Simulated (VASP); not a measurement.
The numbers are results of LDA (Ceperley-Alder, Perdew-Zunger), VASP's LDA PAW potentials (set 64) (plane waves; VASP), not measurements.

VASP ran on this input.

**INCAR**
```
# general
SYSTEM =Bi2Te3
PREC   =Accurate
ENCUT  =400   # plane-wave cut-off (eV)
LREAL  =F
LASPH  =T

# electronic loop
EDIFF  =1E-7   # SCF stop (eV)
NELM   =100   # most electronic steps
ALGO   =Normal
LMAXMIX=4   # l cut-off of mixed one-centre charges

# smearing
ISMEAR =-5   # tetrahedra, Bloechl

# ions
ISIF   =2

# output
LWAVE  =F
LCHARG =T
LORBIT =11
NEDOS  =601

# other
LEFG   =T
```

### KPOINTS
```
Automatic mesh
0
Gamma
7 7 7
0 0 0
```

POSCAR:
```
Bi2Te3
1
   10.0392703786    -2.1769299998    -0.0175774174
   10.0392703786     2.1769299998    -0.0175774174
    9.5737721820    -0.0000000000     3.7241318493
Bi Te
2 3
Direct
  0.4002200554   0.4002200554   0.4002200554
  0.5997799446   0.5997799446   0.5997799446
  0.0000000000   0.0000000000   0.0000000000
  0.2088103695   0.2088103695   0.2088103695
  0.7911896305   0.7911896305   0.7911896305
```

POTCAR, in this order: Bi_d Te (LDA.64 set). Program: vasp_std.

The resulting files:

### OUTCAR
```
 ion  position               nearest neighbor table
   1  0.400  0.400  0.400-   5 3.05   5 3.05   5 3.05   3 3.21   3 3.21   3 3.21
   2  0.600  0.600  0.600-   4 3.05   4 3.05   4 3.05   3 3.21   3 3.21   3 3.21
   3  0.000  0.000  0.000-   2 3.21   2 3.21   1 3.21   1 3.21   2 3.21   1 3.21
   4  0.209  0.209  0.209-   2 3.05   2 3.05   2 3.05   5 3.56   5 3.56   5 3.56
   5  0.791  0.791  0.791-   1 3.05   1 3.05   1 3.05   4 3.56   4 3.56   4 3.56
  LATTYP: Found a trigonal (rhomboedric) cell.
 ALAT       =    10.2725986451
 COS(alpha) =     0.9101830297
 Subroutine PRICEL returns:
 Original cell was already a primitive cell.
 Subroutine GETGRP returns: Found 12 space group operations
The static configuration has the point symmetry D_3d.
The dynamic configuration has the point symmetry D_3d.
 Subroutine INISYM returns: Found 12 space group operations
 Subroutine IBZKPT returns following result:
 Found     44 irreducible k-points:

 Following reciprocal coordinates:
            Coordinates               Weight
  0.000000  0.000000  0.000000      1.000000
  0.142857 -0.000000  0.000000      6.000000
  0.285714 -0.000000 -0.000000      6.000000
  0.428571 -0.000000 -0.000000      6.000000
  0.142857  0.142857  0.000000      6.000000
  0.285714  0.142857 -0.000000     12.000000
  0.428571  0.142857  0.000000     12.000000
 -0.428571  0.142857  0.000000     12.000000
 -0.285714  0.142857  0.000000     12.000000
 -0.142857  0.142857  0.000000      6.000000
  0.285714  0.285714  0.000000      6.000000
  0.428571  0.285714 -0.000000     12.000000
 -0.428571  0.285714 -0.000000     12.000000
 -0.285714  0.285714  0.000000      6.000000
  0.428571  0.428571 -0.000000      6.000000
 -0.428571  0.428571  0.000000      6.000000
  0.142857  0.142857  0.142857      2.000000
  0.285714  0.142857  0.142857      6.000000
  0.428571  0.142857  0.142857      6.000000
 -0.428571  0.142857  0.142857      6.000000
...
```

### OSZICAR
```
       N       E                     dE             d eps       ncg     rms          rms(c)
DAV:   1     0.405176576371E+03    0.40518E+03   -0.19132E+04  2472   0.138E+03
DAV:   2     0.204940448315E+02   -0.38468E+03   -0.37568E+03  2740   0.380E+02
DAV:   3    -0.200717071836E+02   -0.40566E+02   -0.38899E+02  3136   0.138E+02
DAV:   4    -0.217941474675E+02   -0.17224E+01   -0.17022E+01  2900   0.302E+01
DAV:   5    -0.218790688775E+02   -0.84921E-01   -0.84747E-01  3540   0.636E+00    0.832E+00
DAV:   6    -0.216147687128E+02    0.26430E+00   -0.60686E-01  2856   0.500E+00    0.614E+00
DAV:   7    -0.216099238890E+02    0.48448E-02   -0.26991E-01  3216   0.231E+00    0.959E-01
DAV:   8    -0.216066321410E+02    0.32917E-02   -0.30800E-02  2836   0.113E+00    0.561E-01
DAV:   9    -0.216058854720E+02    0.74667E-03   -0.76499E-03  2960   0.456E-01    0.308E-01
DAV:  10    -0.216059384979E+02   -0.53026E-04   -0.10451E-03  2888   0.177E-01    0.114E-01
DAV:  11    -0.216059261961E+02    0.12302E-04   -0.14785E-04  2912   0.794E-02    0.355E-02
DAV:  12    -0.216059315694E+02   -0.53733E-05   -0.57340E-05  3828   0.320E-02    0.303E-02
DAV:  13    -0.216059304121E+02    0.11573E-05   -0.42114E-06  2672   0.102E-02    0.807E-03
DAV:  14    -0.216059298369E+02    0.57521E-06   -0.24086E-06  2776   0.644E-03    0.339E-03
DAV:  15    -0.216059298361E+02    0.72578E-09   -0.61253E-07  2372   0.331E-03
   1 F= -.21605930E+02 E0= -.21605930E+02  d E =0.000000E+00
```

File OUTCAR:
```
------------------------ aborting loop because EDIFF is reached ----------------------------------------
  FORCE on cell =-STRESS in cart. coord.  units (eV):
  Direction    XX          YY          ZZ          XY          YZ          ZX
  --------------------------------------------------------------------------------------
  Total       -0.0128886      0.0157788      0.0153351      0.0000000      0.0000000     -0.0035665
  in kB       -0.1262889      0.1546084      0.1502609      0.0000000      0.0000000     -0.0349458
  external PRESSURE =       0.0595268 kB  Pullay stress =       0.0000000 kB
  volume of cell :      163.51
      direct lattice vectors                 reciprocal lattice vectors
    10.039270379 -2.176930000 -0.017577417     0.049581250 -0.229681248 -0.127460469
    10.039270379  2.176930000 -0.017577417     0.049581250  0.229681248 -0.127460469
     9.573772182  0.000000000  3.724131849     0.000468034  0.000000000  0.267315763
 POSITION                                       TOTAL-FORCE (eV/Angst)
 -----------------------------------------------------------------------------------
     11.86745      0.00000      1.47640         0.010319     -0.000000      0.001284
     17.78486      0.00000      2.21257        -0.010319     -0.000000     -0.001284
      0.00000      0.00000      0.00000        -0.000000      0.000000     -0.000000
      6.19171      0.00000      0.77030        -0.002195     -0.000000     -0.000273
     23.46060      0.00000      2.91868         0.002195     -0.000000      0.000273
 -----------------------------------------------------------------------------------
    total drift:                                0.000000      0.000000     -0.000000
  FREE ENERGIE OF THE ION-ELECTRON SYSTEM (eV)
  ---------------------------------------------------
  free  energy   TOTEN  =       -21.6059298361 eV

  energy  without entropy=      -21.6059298361  energy(sigma->0) =      -21.60592984

 total charge

# of ion       s       p       d       tot
------------------------------------------
    1        1.598   1.171   9.947  12.716
    2        1.598   1.171   9.947  12.716
    3        1.394   1.982   0.027   3.403
    4        1.415   1.916   0.030   3.361
    5        1.415   1.916   0.030   3.361
--------------------------------------------------
tot          7.421   8.158  19.979  35.558

 Electric field gradients after diagonalization (V/A^2)
 (convention: |V_zz| > |V_xx| > |V_yy|)
----------------------------------------------------------------------
 ion       V_xx      V_yy      V_zz     asymmetry (V_yy - V_xx)/ V_zz
----------------------------------------------------------------------
   1     -12.322   -12.319    24.641       0.000
   2     -12.322   -12.319    24.641       0.000
   3     -42.612   -42.611    85.223       0.000
   4      -4.663    -4.662     9.324       0.000
   5      -4.663    -4.662     9.324       0.000
```
(Selected blocks of OUTCAR.)

The compound is Bi2Te3 in the tetradymite structure. It was relaxed first.
